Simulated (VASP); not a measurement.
Output of a VASP run:

File OSZICAR:
```
       N       E                     dE             d eps       ncg     rms          rms(c)
DAV:   1     0.503912937966E+01    0.50391E+01   -0.51521E+03  1096   0.927E+02
DAV:   2    -0.191867911159E+02   -0.24226E+02   -0.23851E+02  1120   0.143E+02
DAV:   3    -0.194649171452E+02   -0.27813E+00   -0.27813E+00  1176   0.164E+01
DAV:   4    -0.194653617488E+02   -0.44460E-03   -0.44460E-03  1216   0.590E-01
DAV:   5    -0.194653618933E+02   -0.14454E-06   -0.14454E-06  1224   0.997E-03    0.685E+00
DAV:   6    -0.156255412887E+02    0.38398E+01   -0.45070E+00   896   0.153E+01    0.205E+00
DAV:   7    -0.160848313987E+02   -0.45929E+00   -0.15388E+00   904   0.104E+01    0.199E+00
DAV:   8    -0.156550383991E+02    0.42979E+00   -0.21149E+00   896   0.126E+01    0.192E+00
DAV:   9    -0.157945530288E+02   -0.13951E+00   -0.66966E-01   896   0.677E+00    0.419E-01
DAV:  10    -0.158481326987E+02   -0.53580E-01   -0.40324E-02   936   0.206E+00    0.122E-01
DAV:  11    -0.158482478981E+02   -0.11520E-03   -0.67094E-04  1184   0.241E-01    0.661E-02
DAV:  12    -0.158482827137E+02   -0.34816E-04   -0.10080E-04   976   0.139E-01    0.359E-02
DAV:  13    -0.158482840063E+02   -0.12926E-05   -0.28893E-04   904   0.206E-01    0.293E-03
DAV:  14    -0.158483588685E+02   -0.74862E-04   -0.16032E-05   976   0.654E-02    0.126E-03
DAV:  15    -0.158483538471E+02    0.50214E-05   -0.56667E-07  1256   0.798E-03    0.218E-03
DAV:  16    -0.158483584854E+02   -0.46384E-05   -0.64439E-07   976   0.722E-03    0.318E-04
DAV:  17    -0.158483571310E+02    0.13544E-05   -0.53376E-08   896   0.384E-03    0.781E-05
DAV:  18    -0.158483575834E+02   -0.45236E-06   -0.10785E-09   520   0.479E-04    0.279E-05
DAV:  19    -0.158483572242E+02    0.35917E-06   -0.19353E-10   472   0.192E-04    0.778E-06
DAV:  20    -0.158483574137E+02   -0.18945E-06   -0.11167E-10   520   0.142E-04    0.343E-06
DAV:  21    -0.158483574021E+02    0.11555E-07   -0.61436E-12   480   0.386E-05
   1 F= -.15848357E+02 E0= -.15848357E+02  d E =-.109305E-18
```

**OUTCAR**
```
------------------------ aborting loop because EDIFF is reached ----------------------------------------
  FORCE on cell =-STRESS in cart. coord.  units (eV):
  Direction    XX          YY          ZZ          XY          YZ          ZX
  --------------------------------------------------------------------------------------
  Total        1.3165428      1.3165428      1.3165428      0.0000000     -0.0000000      0.0000000
  in kB      122.3210859    122.3210859    122.3210859      0.0000000     -0.0000000      0.0000000
  external PRESSURE =     122.3210859 kB  Pullay stress =       0.0000000 kB
  volume of cell :       17.24
      direct lattice vectors                 reciprocal lattice vectors
     0.000000000  2.050554958  2.050554958    -0.243836430  0.243836430  0.243836430
     2.050554958  0.000000000  2.050554958     0.243836430 -0.243836430  0.243836430
     2.050554958  2.050554958  0.000000000     0.243836430  0.243836430 -0.243836430
  FREE ENERGIE OF THE ION-ELECTRON SYSTEM (eV)
  ---------------------------------------------------
  free  energy   TOTEN  =       -15.8483574021 eV

  energy  without entropy=      -15.8483574021  energy(sigma->0) =      -15.84835740
```
(Selected blocks of OUTCAR.)

### POSCAR
```
MgO
1
    0.0000000000     2.0505549579     2.0505549579
    2.0505549579     0.0000000000     2.0505549579
    2.0505549579     2.0505549579     0.0000000000
Mg O
1 1
Direct
  0.0000000000   0.0000000000   0.0000000000
  0.5000000000   0.5000000000   0.5000000000
```

Problem. Reconstruct the remaining input files.

Solution. This is not unique; one that fits is the input of the run itself, r2SCAN+rVV10, plane waves, VASP's PBE PAW potentials (set 64).

INCAR:
```
SYSTEM = MgO
PREC = Accurate
ENCUT = 520
EDIFF = 1E-7
NELM = 100
ALGO = Normal
LREAL = .FALSE.
LASPH = .TRUE.
ISMEAR = 0
SIGMA = 0.05
METAGGA = R2SCAN
LUSE_VDW = .TRUE.
BPARAM = 11.95
CPARAM = 0.0093
LMIXTAU = .TRUE.
LWAVE = .FALSE.
LCHARG = .FALSE.
ISIF = 2
```

**KPOINTS**
```
Automatic
0
G
  11 11 11
```

POTCAR, in this order: Mg O (PBE.64 set). Program: vasp_std.

The compound is MgO in the rock salt structure. This cell is one point of a volume scan, at 0.94 of the reference volume.
